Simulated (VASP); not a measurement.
A convergence study with VASP on HfN (rock salt): one setting is varied, all else stays as given below, so the limit is that of these other settings.

```
CELL_PARAMETERS angstrom
      0.00000     2.26000     2.26000
      2.26000     0.00000     2.26000
      2.26000     2.26000     0.00000
ATOMIC_POSITIONS crystal
  Hf 0.00000 0.00000 0.00000
  N  0.50000 0.50000 0.50000
```

Calculation: LDA (Ceperley-Alder, Perdew-Zunger), VASP's LDA PAW potentials (set 64) (plane waves; VASP 6.6.1). The tightest run used: 700 eV cut-off, 24×24×24 Γ-centred mesh, first-order Methfessel-Paxton smearing of 0.10 eV, potentials Hf_pv N.

### Question
The settings run are 2×2×2 mesh; 3×3×3 mesh; 4×4×4 mesh; 5×5×5 mesh; 6×6×6 mesh; 7×7×7 mesh; 9×9×9 mesh; 10×10×10 mesh; 11×11×11 mesh; 13×13×13 mesh; 14×14×14 mesh; 15×15×15 mesh; 17×17×17 mesh; 18×18×18 mesh; 19×19×19 mesh; 20×20×20 mesh; 21×21×21 mesh; 23×23×23 mesh; 24×24×24 mesh. From which on does the energy per atom stay within 0.005 eV/atom of the tightest run?

### Answer
From 9×9×9 mesh on: it is off by 0.0027 there and by no more than 0.005 in any finer run, while 7×7×7 mesh is off by 0.0098.
```tsv
setting	E (eV/atom)	pressure (GPa)	irreducible k-points	difference judged (eV/atom)
2×2×2 mesh	-11.8566	-10.65	3	0.0645
3×3×3 mesh	-11.8094	-8.91	4	0.1117
4×4×4 mesh	-11.9163	-10.83	8	0.0047
5×5×5 mesh	-11.9269	-11.21	10	0.0059
6×6×6 mesh	-11.9396	-11.24	16	0.0186
7×7×7 mesh	-11.9113	-10.86	20	0.0098
9×9×9 mesh	-11.9237	-11.07	35	0.0027
10×10×10 mesh	-11.9175	-11.06	47	0.0035
11×11×11 mesh	-11.9179	-11.02	56	0.0031
13×13×13 mesh	-11.9207	-11.09	84	0.0003
14×14×14 mesh	-11.9191	-11.06	104	0.0019
15×15×15 mesh	-11.9213	-11.09	120	0.0002
17×17×17 mesh	-11.9202	-11.08	165	0.0008
18×18×18 mesh	-11.9207	-11.09	195	0.0003
19×19×19 mesh	-11.9221	-11.11	220	0.0011
20×20×20 mesh	-11.9205	-11.08	256	0.0006
21×21×21 mesh	-11.9207	-11.08	286	0.0003
23×23×23 mesh	-11.9209	-11.09	364	0.0001
24×24×24 mesh	-11.9210	-11.09	413	0.0000
```

Left out are rungs that failed or repeat a setting and relaxations that didn't move; long series are thinned to 24 rows.

The compound is HfN in the rock salt structure. The cell was not relaxed at this level. The electron count is odd and the run is not spin-polarised, which forces a metal.
